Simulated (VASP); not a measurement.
Calculation: PBE GGA, VASP's PBE PAW potentials (set 64) (plane waves; VASP 6.6.1).

Input for VASP

POSCAR:
```
Se
1.0
  4.5471650000   0.0000000000   0.0000000000
 -2.2735830000   3.9379610000   0.0000000000
  0.0000000000   0.0000000000   5.0256010000
Se
3
Direct
  0.2178900000   0.0000000000   0.3333330000
  0.0000000000   0.2178900000   0.6666670000
  0.7821100000   0.7821100000   0.0000000000
```

KPOINTS:
```
Automatic mesh
0
Gamma
7 7 6
0 0 0
```

INCAR:
```
# general
SYSTEM   =  Se
PREC     =  Accurate
ENCUT    =  300
LREAL    =  F   # projection in real space or not
LASPH    =  T   # aspherical one-centre terms

# electronic loop
EDIFF    =  1E-6   # SCF stop (eV)
NELM     =  100
ALGO     =  Normal
LMAXMIX  =  4

# smearing
ISMEAR   =  0   # Gaussian
SIGMA    =  0.01

# functional
GGA      =  PE

# ions
ISIF     =  2

# output
LWAVE    =  F
LCHARG   =  F
```

POTCAR, in this order: Se (PBE.64 set). Program: vasp_std.

What VASP printed:

### OSZICAR
```
       N       E                     dE             d eps       ncg     rms          rms(c)
DAV:   1     0.669055026163E+02    0.66906E+02   -0.52996E+03  1040   0.730E+02
DAV:   2    -0.610713645476E+01   -0.73013E+02   -0.69996E+02  1396   0.151E+02
DAV:   3    -0.105568462026E+02   -0.44497E+01   -0.44301E+01  1125   0.441E+01
DAV:   4    -0.105970252953E+02   -0.40179E-01   -0.40144E-01  1325   0.486E+00
DAV:   5    -0.105974122026E+02   -0.38691E-03   -0.38690E-03  1215   0.451E-01    0.650E+00
DAV:   6    -0.105318786570E+02    0.65534E-01   -0.41324E-02  1170   0.146E+00    0.402E+00
DAV:   7    -0.105095432373E+02    0.22335E-01   -0.81504E-02  1100   0.204E+00    0.200E-01
DAV:   8    -0.105089980485E+02    0.54519E-03   -0.96724E-03  1070   0.694E-01    0.100E-01
DAV:   9    -0.105091393115E+02   -0.14126E-03   -0.31862E-04  1335   0.135E-01    0.300E-02
DAV:  10    -0.105091843366E+02   -0.45025E-04   -0.61138E-05  1135   0.589E-02    0.797E-03
DAV:  11    -0.105091883951E+02   -0.40584E-05   -0.10014E-05  1215   0.213E-02    0.386E-03
DAV:  12    -0.105091881910E+02    0.20407E-06   -0.20245E-06   850   0.105E-02
   1 F= -.10509188E+02 E0= -.10509188E+02  d E =-.112015E-49
```

### OUTCAR
```
------------------------ aborting loop because EDIFF is reached ----------------------------------------
  FORCE on cell =-STRESS in cart. coord.  units (eV):
  Direction    XX          YY          ZZ          XY          YZ          ZX
  --------------------------------------------------------------------------------------
  Total        0.0404624      0.0404624      0.1753332     -0.0000000      0.0000000      0.0000000
  in kB        0.7203806      0.7203808      3.1215818     -0.0000001      0.0000000      0.0000000
  external PRESSURE =       1.5207811 kB  Pullay stress =       0.0000000 kB
  volume of cell :       89.99
      direct lattice vectors                 reciprocal lattice vectors
     4.547165000  0.000000000  0.000000000     0.219917245  0.126969289  0.000000000
    -2.273583000  3.937961000  0.000000000     0.000000000  0.253938523  0.000000000
     0.000000000  0.000000000  5.025601000     0.000000000  0.000000000  0.198981177
 POSITION                                       TOTAL-FORCE (eV/Angst)
 -----------------------------------------------------------------------------------
      0.99078      0.00000      1.67520         0.032631     -0.000000      0.000000
     -0.49539      0.85804      3.35040        -0.016316      0.028259     -0.000000
      1.77819      3.07992      0.00000        -0.016316     -0.028259     -0.000000
 -----------------------------------------------------------------------------------
    total drift:                                0.000293     -0.000392      0.000007
  FREE ENERGIE OF THE ION-ELECTRON SYSTEM (eV)
  ---------------------------------------------------
  free  energy   TOTEN  =       -10.5091881910 eV

  energy  without entropy=      -10.5091881910  energy(sigma->0) =      -10.50918819
```
(Selected blocks of OUTCAR.)

The structure comes from a computed database's Se entry; how it stands against other phases isn't given here. The cell was not relaxed at this level.
